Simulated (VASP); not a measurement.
# BaRhO3 (Pm-3m) in VASP: further runs

Runs on BaRhO3. Level: LDA. Tasks: single point.

Program: VASP 6.6.1. These are calculated values, not measurements. Logs are shortened: lines on timing, memory, paths and dates and some standing lists are left out, and cuts for length are marked.

## 1. The crystal as given

It takes space group Pm-3m (No. 221, cubic). Conventional cell: a = 4.095 Å, b = 4.095 Å, c = 4.095 Å, α = 90.00°, β = 90.00°, γ = 90.00°. Around Ba (site symmetry m-3m) lie 12 O at 2.90 Å. Around Rh (site symmetry m-3m) lie 6 O at 2.05 Å. O (site symmetry 4/mmm) is surrounded by 2 Rh at 2.05 Å.

The cell comes from a database or a generator and needn't be the stable form of this composition.

## 2. Single point, LDA

INCAR

```
PREC = Accurate
ENCUT = 520
EDIFF = 1E-6
ISMEAR = 0
SIGMA = 0.1
LREAL = False
LASPH = True
NELM = 100
ALGO = Normal
ISIF = 2
LWAVE = False
LCHARG = False
NBANDS = 30
```

KPOINTS

```
Automatic mesh
0
Gamma
  7 7 7
```

POSCAR

```
BaRhO3
1.0
    4.0945000000      0.0000000000      0.0000000000
    0.0000000000      4.0945000000      0.0000000000
    0.0000000000      0.0000000000      4.0945000000
Ba Rh O
1 1 3
Direct
    0.0000000000      0.0000000000      0.0000000000
    0.5000000000      0.5000000000      0.5000000000
    0.5000000000      0.0000000000      0.5000000000
    0.0000000000      0.5000000000      0.5000000000
    0.5000000000      0.5000000000      0.0000000000
```

Potentials or basis: VASP PAW LDA potentials, release 64 (Ba_sv, Rh_pv, O).

On the command line:

```console
> cat potpaw_LDA.64/Ba_sv/POTCAR potpaw_LDA.64/Rh_pv/POTCAR potpaw_LDA.64/O/POTCAR > POTCAR
> mpirun -np 1 vasp_std > vasp.out
```

OUTCAR:

```text
PREC = Accurate
   ENCUT = 520
   EDIFF = 1E-6
   ISMEAR = 0
   LREAL = False
   LASPH = True
   NELM = 100
   ISIF = 2

 ion  position               nearest neighbor table
   1  0.000  0.000  0.000-   3 2.90   4 2.90   5 2.90   3 2.90   4 2.90   4 2.90   5 2.90   4 2.90
                             3 2.90   5 2.90   3 2.90   5 2.90   2 3.55   2 3.55   2 3.55   2 3.55
   2  0.500  0.500  0.500-   3 2.05   4 2.05   5 2.05   5 2.05   3 2.05   4 2.05   1 3.55   1 3.55
                             1 3.55   1 3.55   1 3.55   1 3.55   1 3.55   1 3.55
   3  0.500  0.000  0.500-   2 2.05   2 2.05   1 2.90   1 2.90   1 2.90   1 2.90
   4  0.000  0.500  0.500-   2 2.05   2 2.05   1 2.90   1 2.90   1 2.90   1 2.90
   5  0.500  0.500  0.000-   2 2.05   2 2.05   1 2.90   1 2.90   1 2.90   1 2.90

  LATTYP: Found a simple cubic cell.
 ALAT       =     4.0945000000

  Lattice vectors:

 A1 = (   4.0945000000,   0.0000000000,   0.0000000000)
 A2 = (   0.0000000000,   4.0945000000,   0.0000000000)
 A3 = (   0.0000000000,   0.0000000000,   4.0945000000)

Analysis of symmetry for initial positions (statically):
=====================================================================
 Subroutine PRICEL returns:
 Original cell was already a primitive cell.

 Routine SETGRP: Setting up the symmetry group for a
 simple cubic supercell.

 Subroutine GETGRP returns: Found 48 space group operations
 (whereof 48 operations were pure point group operations)
 out of a pool of 48 trial point group operations.

The static configuration has the point symmetry O_h .

Analysis of symmetry for dynamics (positions and initial velocities):
=====================================================================
 Subroutine PRICEL returns:
 Original cell was already a primitive cell.

 Routine SETGRP: Setting up the symmetry group for a
 simple cubic supercell.

 Subroutine GETGRP returns: Found 48 space group operations
 (whereof 48 operations were pure point group operations)
 out of a pool of 48 trial point group operations.

The dynamic configuration has the point symmetry O_h .

 Subroutine INISYM returns: Found 48 space group operations
 (whereof 48 operations are pure point group operations),
 and found     1 'primitive' translations

----------------------------------------------------------------------------------------

                                     Primitive cell

  volume of cell :      68.6440

  direct lattice vectors                    reciprocal lattice vectors
     4.094500000  0.000000000  0.000000000     0.244230065  0.000000000  0.000000000
     0.000000000  4.094500000  0.000000000     0.000000000  0.244230065  0.000000000
     0.000000000  0.000000000  4.094500000     0.000000000  0.000000000  0.244230065

  length of vectors
     4.094500000  4.094500000  4.094500000     0.244230065  0.244230065  0.244230065

  position of ions in fractional coordinates (direct lattice)
     0.000000000  0.000000000  0.000000000
     0.500000000  0.500000000  0.500000000
     0.500000000  0.000000000  0.500000000
     0.000000000  0.500000000  0.500000000
     0.500000000  0.500000000  0.000000000

  ion indices of the primitive-cell ions
   primitive index   ion index
                 1           1
                 2           2
                 3           3
                 4           4
                 5           5

----------------------------------------------------------------------------------------

 KPOINTS: Automatic mesh

Automatic generation of k-mesh.
 Grid dimensions read from file:
 generate k-points for:    7    7    7

 Generating k-lattice:

  Cartesian coordinates                     Fractional coordinates (reciprocal lattice)
     0.034890009  0.000000000  0.000000000     0.142857143  0.000000000  0.000000000
     0.000000000  0.034890009  0.000000000     0.000000000  0.142857143  0.000000000
     0.000000000  0.000000000  0.034890009     0.000000000  0.000000000  0.142857143

  Length of vectors
     0.034890009  0.034890009  0.034890009

  Shift w.r.t. Gamma in fractional coordinates (k-lattice)
     0.000000000  0.000000000  0.000000000

 Subroutine IBZKPT returns following result:
 ===========================================

 Found     20 irreducible k-points:

 Following reciprocal coordinates:
            Coordinates               Weight
  0.000000  0.000000  0.000000      1.000000
  0.142857  0.000000  0.000000      6.000000
  0.285714  0.000000  0.000000      6.000000
  0.428571  0.000000  0.000000      6.000000
  0.142857  0.142857  0.000000     12.000000
  0.285714  0.142857  0.000000     24.000000
[... 12 lines left out ...]
  0.428571  0.428571  0.285714     24.000000
  0.428571  0.428571  0.428571      8.000000
   k-points           NKPTS =     20   k-points in BZ     NKDIM =     20   number of bands    NBANDS=     30
   number of dos      NEDOS =    301   number of ions     NIONS =      5
   total plane-waves  NPLWV =  27000
   dimension x,y,z NGX =    30 NGY =   30 NGZ =   30
   dimension x,y,z NGXF=    60 NGYF=   60 NGZF=   60
   ions per type =               1   1   3
   NGX,Y,Z   is equivalent  to a cutoff of  12.18, 12.18, 12.18 a.u.
   NGXF,Y,Z  is equivalent  to a cutoff of  24.36, 24.36, 24.36 a.u.
 SYSTEM =  unknown system
   PREC   = accura    normal or accurate (medium, high low for compatibility)
   ISTART =      0    job   : 0-new  1-cont  2-samecut
   ICHARG =      2    charge: 1-file 2-atom 10-const
   ISPIN  =      1    spin polarized calculation?
   LNONCOLLINEAR =      F non collinear calculations
   LSORBIT =      F    spin-orbit coupling
   LASPH  =      T    aspherical Exc in radial PAW
   ENCUT  =  520.0 eV  38.22 Ry    6.18 a.u.   7.61  7.61  7.61*2*pi/ulx,y,z
   NELM   =    100;   NELMIN=  2; NELMDL= -5     # of ELM steps
   EDIFF  = 0.1E-05   stopping-criterion for ELM
   LREAL  =      F    real-space projection
   EDIFFG = 0.1E-04   stopping-criterion for IOM
   NSW    =      0    number of steps for IOM
   IBRION =     -1    ionic relax: 0-MD 1-quasi-New 2-CG
   NFREE  =      0    steps in history (QN), initial steepest desc. (CG)
   ISIF   =      2    stress and relaxation
   ISYM   =      2    0-nonsym 1-usesym 2-fastsym
   POTIM  = 0.5000    time-step for ionic-motion
   TEBEG  =    0.0;   TEEND  =   0.0 temperature during run
   PSTRESS=    0.0 pullay stress
   NELECT =      43.0000    total number of electrons
   NUPDOWN=      -1.0000    fix difference up-down
   EMIN   =  10.00;   EMAX   =-10.00  energy-range for DOS
   EFERMI =   0.00;   METHOD = LEGACY
   ISMEAR =     0;   SIGMA  =   0.10  broadening in eV -4-tet -1-fermi 0-gaus
   EFERMI_NEDOS =   21; number of points for ismear=-14 and -15
   IALGO  =     38    algorithm
   IMIX   =      4    mixing-type and parameters
     AMIX     =   0.40;   BMIX     =  1.00
     AMIX_MAG =   1.60;   BMIX_MAG =  1.00
  volume/ion in A,a.u.               =      13.73        92.65
  Fermi-wavevector in a.u.,A,eV,Ry     =   1.400759  2.647051 26.696344  1.962126
  Thomas-Fermi vector in A             =   2.523688
   LORBIT       =      0    0 simple, 1 ext, 2 COOP (PROOUT), +10 PAW based schemes
   GGA     = CA    functional components
   LHFCALC =     F    Hartree Fock is set to
   AEXX    =    0.0000 exact exchange contribution
   IVDW    =     0    specifies the selected vdW correction
   LEPSILON=     F    determine dielectric tensor
   LRPA    =     F    only Hartree local field effects (RPA)
 non-spin polarized calculation
 Gauss-broadening in eV      SIGMA  =   0.10
  energy-cutoff  :      520.00
  volume of cell :       68.64
 maximum number of plane-waves:      1861
   NGX = 15   NGY = 15   NGZ = 15

 number of electron      42.9999989 magnetization

 Free energy of the ion-electron system (eV)
  ---------------------------------------------------
  ext. energy  EPLUGINS =         0.00000000
  ---------------------------------------------------
  free energy    TOTEN  =       -36.06619938 eV

  energy without entropy =      -36.02397383  energy(sigma->0) =      -36.04508661

 E-fermi :   4.0993     XC(G=0): -11.6799

 val. band max:        4.0951825493   @ k =   0.4286   0.1429   0.1429
 cond. band min:       4.1018800600   @ k =   0.4286   0.0000   0.0000
 fundamental gap:      0.0066975107
 Fermi energy:         4.0993216038

 k-point     1 :       0.0000    0.0000    0.0000
  band No.  band energies     occupation
      1     -43.1130      2.00000
      2     -43.1130      2.00000
      3     -43.1130      2.00000
      4     -21.5339      2.00000
      5     -13.6203      2.00000
      6     -12.9234      2.00000
[... 22 lines left out ...]
     29      11.3837      0.00000
     30      11.3837      0.00000

 k-point     2 :       0.1429    0.0000    0.0000
  band No.  band energies     occupation
      1     -43.1141      2.00000
      2     -43.1129      2.00000
      3     -43.1129      2.00000
      4     -21.5180      2.00000
      5     -13.6178      2.00000
      6     -12.9180      2.00000
[... 22 lines left out ...]
     29      11.5852      0.00000
     30      11.5852      0.00000

 k-point     3 :       0.2857    0.0000    0.0000
  band No.  band energies     occupation
      1     -43.1165      2.00000
      2     -43.1128      2.00000
      3     -43.1128      2.00000
      4     -21.4819      2.00000
      5     -13.6588      2.00000
      6     -12.9054      2.00000
[... 22 lines left out ...]
     29      12.0098      0.00000
     30      12.0098      0.00000

 k-point     4 :       0.4286    0.0000    0.0000
  band No.  band energies     occupation
      1     -43.1185      2.00000
      2     -43.1127      2.00000
      3     -43.1127      2.00000
      4     -21.4524      2.00000
      5     -13.7250      2.00000
      6     -12.8955      2.00000
[... 484 lines left out ...]
     29      12.5182      0.00000
     30      14.8900      0.00000

 k-point    19 :       0.4286    0.4286    0.2857
  band No.  band energies     occupation
      1     -43.1180      2.00000
      2     -43.1180      2.00000
      3     -43.1159      2.00000
      4     -21.3605      2.00000
      5     -12.9927      2.00000
      6     -12.7862      2.00000
[... 22 lines left out ...]
     29      13.0047      0.00000
     30      15.0492      0.00000

 k-point    20 :       0.4286    0.4286    0.4286
  band No.  band energies     occupation
      1     -43.1179      2.00000
      2     -43.1179      2.00000
      3     -43.1179      2.00000
      4     -21.3426      2.00000
      5     -12.8121      2.00000
      6     -12.7387      2.00000
[... 22 lines left out ...]
     29      12.8800      0.00000
     30      14.8615      0.00000

------------------------ aborting loop because EDIFF is reached ----------------------------------------

  FORCE on cell =-STRESS in cart. coord.  units (eV):
  Direction    XX          YY          ZZ          XY          YZ          ZX
  --------------------------------------------------------------------------------------
  -------------------------------------------------------------------------------------
  Total       -6.0394014     -6.0394014     -6.0394014     -0.0000000      0.0000000     -0.0000000
  in kB     -140.9619353   -140.9619353   -140.9619353     -0.0000000      0.0000000     -0.0000000
  external PRESSURE =    -140.9619353 kB  Pullay stress =       0.0000000 kB

 VOLUME and BASIS-vectors are now :
 -----------------------------------------------------------------------------
  energy-cutoff  :      520.00
  volume of cell :       68.64
      direct lattice vectors                 reciprocal lattice vectors
     4.094500000  0.000000000  0.000000000     0.244230065  0.000000000  0.000000000
     0.000000000  4.094500000  0.000000000     0.000000000  0.244230065  0.000000000
     0.000000000  0.000000000  4.094500000     0.000000000  0.000000000  0.244230065

 POSITION                                       TOTAL-FORCE (eV/Angst)
 -----------------------------------------------------------------------------------
      0.00000      0.00000      0.00000         0.000000      0.000000      0.000000
      2.04725      2.04725      2.04725         0.000000      0.000000      0.000000
      2.04725      0.00000      2.04725         0.000000      0.000000      0.000000
      0.00000      2.04725      2.04725         0.000000      0.000000      0.000000
      2.04725      2.04725      0.00000         0.000000      0.000000      0.000000
 -----------------------------------------------------------------------------------
    total drift:                                0.000000      0.000000     -0.000000

  FREE ENERGIE OF THE ION-ELECTRON SYSTEM (eV)
  ---------------------------------------------------
  free  energy   TOTEN  =       -36.0661993815 eV

  energy  without entropy=      -36.0239738322  energy(sigma->0) =      -36.04508661
```

It took 27 s on 1 thread of Intel Xeon Platinum 8488C (Sapphire Rapids), shared host; peak memory 0.17 GiB.

What came out:

- Free energy: -36.0662 eV
- Pressure: -14.1 GPa
- Band gap on the k mesh: none (metal or under the smearing width)

Caveat: an odd number of electrons without spin polarisation forces a metal; a magnetic or distorted state may lie lower.

## 3. Single point, LDA

INCAR

```
PREC = Accurate ; ENCUT = 520
EDIFF = 1E-6 ; ISMEAR = 0
SIGMA = 0.1 ; LREAL = F
LASPH = T ; NELM = 100
ALGO = Normal ; ISIF = 2
LWAVE = F ; LCHARG = F
GGA = CA ; NBANDS = 30
```

KPOINTS

```
regular mesh
0
Gamma
  7 7 7
```

POSCAR is that of step 2.

Potentials or basis: VASP PAW LDA potentials, release 64 (Ba_sv, Rh_pv, O).

On the command line:

```console
> cat potpaw_LDA.64/Ba_sv/POTCAR potpaw_LDA.64/Rh_pv/POTCAR potpaw_LDA.64/O/POTCAR > POTCAR
> mpirun -np 1 vasp_std > vasp.out
```

Run time: 26 s. Hardware: 1 thread of Intel Xeon Platinum 8488C (Sapphire Rapids), shared host; peak memory 0.17 GiB.

It converged, with:

* Free energy: -36.0662 eV
* Pressure: -14.1 GPa
* Band gap on the k mesh: none (metal or under the smearing width)

Levels at points of the mesh, in eV from the Fermi level:
```csv
k point,band 18,band 19,band 20,band 21,band 22,band 23,band 24,band 25,band 26,band 27
"(0.00, 0.00, 0.00)",-2.01,-2.01,-1.38,-1.38,-1.38,-0.83,-0.83,4.04,4.04,5.31
```

Caveat: an odd number of electrons without spin polarisation forces a metal; a magnetic or distorted state may lie lower.
